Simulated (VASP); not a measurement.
Level of theory: r2SCAN meta-GGA, VASP's PBE PAW potentials (set 64) (plane waves; VASP).

A VASP calculation is set up with these files.

INCAR:
```
# general
SYSTEM =HfO2
PREC   =Accurate
ENCUT  =620
LREAL  =.FALSE.
LASPH  =.TRUE.

# electronic loop
EDIFF  =1E-6
NELM   =100
ALGO   =Normal
LMAXMIX=6
LMIXTAU=.TRUE.

# smearing
ISMEAR =0
SIGMA  =0.05

# functional
METAGGA=R2SCAN

# ions
IBRION =2
NSW    =40
ISIF   =3
EDIFFG =-0.02

# output
LWAVE  =.FALSE.
LCHARG =.FALSE.
```

**POSCAR**
```
HfO2
1.0
  0.0000000000   2.5159303807   2.5159303807
  2.5159303807   0.0000000000   2.5159303807
  2.5159303807   2.5159303807   0.0000000000
Hf O
1 2
direct
  0.0000000000   0.0000000000   0.0000000000
  0.2500000000   0.2500000000   0.2500000000
  0.7500000000   0.7500000000   0.7500000000
```

### KPOINTS
```
K-points
0
Gamma
8 8 8
```

POTCAR, in this order: Hf_pv O (PBE.64 set). Program: vasp_std.

Unless said otherwise, spin-orbit coupling is left out, though it shifts the bands of the heavy elements here.

**Question.** What does the run give for the energy per atom (σ→0), band gap (on the k-mesh)?

**Answer.** 
```yaml
energy per atom (σ→0): -2205.1 kJ/mol-atom
band gap (on the k-mesh): 4.36 eV
```

**OSZICAR**
```
...
DAV:  13    -0.685620442553E+02   -0.81762E-02   -0.73836E-03   968   0.747E-01    0.360E-01
DAV:  14    -0.685612470839E+02    0.79717E-03   -0.89206E-04  1038   0.265E-01    0.315E-01
DAV:  15    -0.685619336917E+02   -0.68661E-03   -0.13843E-03  1031   0.292E-01    0.542E-02
DAV:  16    -0.685619313060E+02    0.23856E-05   -0.56315E-05  1101   0.623E-02    0.124E-02
DAV:  17    -0.685619352912E+02   -0.39852E-05   -0.58172E-06   940   0.265E-02    0.599E-03
DAV:  18    -0.685619372139E+02   -0.19227E-05   -0.82320E-07   722   0.132E-02    0.539E-03
DAV:  19    -0.685619367878E+02    0.42613E-06   -0.43630E-07   554   0.613E-03
   1 F= -.68561937E+02 E0= -.68561937E+02  d E =-.685619E+02
```

The compound is HfO2 in the fluorite structure, the high-temperature cubic form, which is unstable at 0 K; the monoclinic form is the stable one. It was relaxed first.
